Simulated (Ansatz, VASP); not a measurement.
# NiGe in two plane-wave programs, part 2 of 2

Aim: how closely do two programs agree when they are given the same cell, functional and k mesh? The structure shown is the end of the Ansatz relaxation below.

VASP 6.6.1 and Ansatz 0.2.0.

So far. Step 3 (VASP: single point, PBEsol, pair 1): The run ends at a pressure of 3.38 GPa, with forces up to 0.0094 eV/Å.

### 5. Ansatz: relaxation, PBEsol

Level of this step: Ansatz beside VASP: Kohn-Sham DFT, plane waves, PBEsol (Ansatz).

This run makes the geometry at which the two programs are then compared. The cell compared in this pair holds 104.01 Å³, against 103.26 Å³ for the pair before.

The structure compared here is the end of the Ansatz relaxation.

input.yaml

```yaml
crystal:
  lattice:
    - [5.24963934, 0.0, 0.0]
    - [0.0, 3.41434071, 0.0]
    - [0.0, 0.0, 5.768009648]
  atoms:
    - { symbol: Ge, position: [0.3113836, 0.75, 0.088944] }
    - { symbol: Ge, position: [0.1886164, 0.25, 0.588944] }
    - { symbol: Ge, position: [0.8113836, 0.75, 0.411056] }
    - { symbol: Ge, position: [0.6886164, 0.25, 0.911056] }
    - { symbol: Ni, position: [0.0071332, 0.25, 0.18917] }
    - { symbol: Ni, position: [0.4928668, 0.75, 0.68917] }
    - { symbol: Ni, position: [0.5071332, 0.25, 0.31083] }
    - { symbol: Ni, position: [0.9928668, 0.75, 0.81083] }
kpoints:
  mp_grid: { grid: [8, 13, 8] }
scf:
  occupations: { method: fermi_dirac, width: 0.05 }
hamiltonian:
  xc: pbesol
  pseudopotentials: { kind: paw, azcp: { folder: soft_1 }, xc_functional: pbe }
basis:
  ecutwfc: 600
output:
  forces: true
  stress: true
relax:
  f_tol: 0.005
  max_steps: 70
  cell: { stress_tol: 0.02, p_target: 0, fix: [a, b, alpha, beta, gamma] }
```

Launch:

```bash
$ ansatz run input.yaml --threads 4 --pin off --max-ram 10240MiB --backend cpu --events-out ev --progress --plain --runs-dir out
```

Numbers of over 12 decimals in the logs are rounded to 6 here.

What it wrote:

```text
[...]
Crystal: 8 atoms, lattice volume = 103.386 Å³
Basis set: ecut = 600 eV, 3463 PW (Γ), exchange–correlation on 90×60×96 points (8 copies of the dense FFT grid, shifted against one another)
Bands: 77, of which v1, the nominal top of the filled ones, is band 64 counted from 1 (63 counted from 0)
Symmetry: 8 space group operations
[...]
k-points: 175 of 832
[...]
atoms:
    - { symbol: Ge, position: [0.311157, 0.750000, 0.086676] }
    - { symbol: Ge, position: [0.188843, 0.25, 0.586676] }
    - { symbol: Ge, position: [0.811157, 0.750000, 0.413324] }
    - { symbol: Ge, position: [0.688843, 0.25, 0.913324] }
    - { symbol: Ni, position: [0.00662815, 0.25, 0.190367] }
    - { symbol: Ni, position: [0.493372, 0.750000, 0.690367] }
    - { symbol: Ni, position: [0.506628, 0.25, 0.309633] }
    - { symbol: Ni, position: [0.993372, 0.750000, 0.809633] }
[key lines of the parts left out:]
SCF converged after 9 iterations
Free energy (F): -40236.917197 eV
Fermi energy:    15.878528 eV
P = ⅓ Tr σ = 1.6223 GPa (16.223 kbar)
```

### 6. VASP: single point, PBEsol, pair 2

The same cell, functional, mesh and smearing now go to VASP, with its own data sets.

INCAR

```
SYSTEM = NiGe
PREC = Accurate
ENCUT = 600
EDIFF = 1E-06
NELM = 120
ISMEAR = -1
SIGMA = 0.05
LREAL = .FALSE.
ALGO = Normal
GGA = PS
NBANDS = 59
LASPH = .TRUE.
LORBIT = 11
LWAVE = .FALSE.
LCHARG = .FALSE.
ISIF = 2
GGA_COMPAT = .FALSE.
KPAR = 2
```

POSCAR

```
NiGe
1.0
    5.2496393400      0.0000000000      0.0000000000
    0.0000000000      3.4143407100      0.0000000000
    0.0000000000      0.0000000000      5.8027440752
Ge Ni
4 4
Direct
    0.3111568020      0.7500000000      0.0866757319
    0.1888431980      0.2500000000      0.5866757319
    0.8111568020      0.7500000000      0.4133242681
    0.6888431980      0.2500000000      0.9133242681
    0.0066281531      0.2500000000      0.1903671559
    0.4933718469      0.7500000000      0.6903671559
    0.5066281531      0.2500000000      0.3096328441
    0.9933718469      0.7500000000      0.8096328441
```

KPOINTS

```
Automatic mesh
0
Gamma
8 13 8
0 0 0
```

The projector-augmented-wave data sets are Ge_d and Ni (PBE family, release 64).

Launch:

```bash
$ mpirun -np 2 vasp_std
```

What it wrote:

```text
[banner, memory and clock lines left out]
running    2 mpi-ranks, on    1 nodes
[...]
[... a notice as in an earlier step ...]

 LDA part: xc-table for (Slater+PW92), standard interpolation
 POSCAR, INCAR and KPOINTS ok, starting setup
[...]
entering main loop
       N       E                     dE             d eps       ncg     rms          rms(c)
DAV:   1     0.108680315998E+04    0.10868E+04   -0.43714E+04 24448   0.472E+03
DAV:   2     0.185671196459E+03   -0.90113E+03   -0.85655E+03 20650   0.107E+03
DAV:   3    -0.342654507156E+02   -0.21994E+03   -0.20958E+03 20656   0.294E+02
DAV:   4    -0.526184190562E+02   -0.18353E+02   -0.17991E+02 23045   0.958E+01
[...]
DAV:  13    -0.472756844660E+02    0.16217E-04   -0.51355E-05 26344   0.844E-02    0.633E-03
DAV:  14    -0.472756845448E+02   -0.78755E-07   -0.12419E-05 19563   0.212E-02    0.400E-03
DAV:  15    -0.472756844512E+02    0.93620E-07   -0.42387E-07 11561   0.537E-03
   1 F= -.47275684E+02 E0= -.47265991E+02  d E =-.193879E-01
```

Parts of OUTCAR (step 6):

```text
  Total        1.8296778      1.5108010      0.1124925      0.0000000      0.0000000      0.0000000
  in kB       28.1848328     23.2727711      1.7328643      0.0000000      0.0000000      0.0000000
  external PRESSURE =      17.7301560 kB  Pullay stress =       0.0000000 kB

 POSITION                                       TOTAL-FORCE (eV/Angst)
 -----------------------------------------------------------------------------------
      1.63346      2.56076      0.50296        -0.001850     -0.000000      0.001226
      0.99136      0.85359      3.40433         0.001850     -0.000000      0.001226
      4.25828      2.56076      2.39841        -0.001850      0.000000     -0.001226
      3.61618      0.85359      5.29979         0.001850      0.000000     -0.001226
      0.03480      0.85359      1.10465         0.007123      0.000000      0.000801
      2.59002      2.56076      4.00602        -0.007123     -0.000000      0.000801
      2.65962      0.85359      1.79672         0.007123      0.000000     -0.000801
      5.21484      2.56076      4.69809        -0.007123      0.000000     -0.000801
 -----------------------------------------------------------------------------------
    total drift:                                0.000000     -0.000000     -0.000000

  FREE ENERGIE OF THE ION-ELECTRON SYSTEM (eV)
  ---------------------------------------------------
  free  energy   TOTEN  =       -47.2756844512 eV

  energy  without entropy=      -47.2562965565  energy(sigma->0) =      -47.26599050

[... 1 part as in an earlier step ...]

[... 2 further parts left out ...]
[key lines of the parts left out:]
E-fermi :   9.2109
```

The run ends at a pressure of 1.77 GPa, with forces up to 0.0072 eV/Å.

### 7. Side by side

What differs besides the data sets and the points named for the pairs above, as far as they apply: the data sets hold 128 valence electrons in Ansatz (on its PAW soft_1 files) and 96 in VASP. Total energies have different zeros and are not compared.

Both answers:

| quantity | Ansatz | VASP | difference |
| --- | --- | --- | --- |
| pressure (GPa) | 1.62 | 1.77 | -0.15 |

At this near-relaxed geometry the largest component of a force difference is 6 meV/Å.

### 8. Summary of results

| Property | Result |
| --- | --- |
| difference in pressure (single point, PBEsol, pair 1) | -0.14 GPa |
| difference in pressure (single point, PBEsol, pair 2) | -0.15 GPa |

The difference in pressure is -0.15 GPa (single point, PBEsol, pair 2), within the 1 GPa picked in this series as the mark of a large difference. The data sets hold unlike numbers of valence electrons (128 in Ansatz and 96 in VASP), so part of the differences comes from the potentials. How closely two codes agree says nothing of how well the functional describes the real material.

[Lines on the potential files, build, host, timing and source positions are cut from VASP's logs without a mark.]

[Logs are printed without paths, hosts, clocks, repeated set-up lines and the standing remarks that a program may print on its own settings, such as how far it seeks lower states.]

[Hosts, paths, dates, database ids (printed as entryN), source tags and the programs' standing remarks are cut or masked in the printed files.]
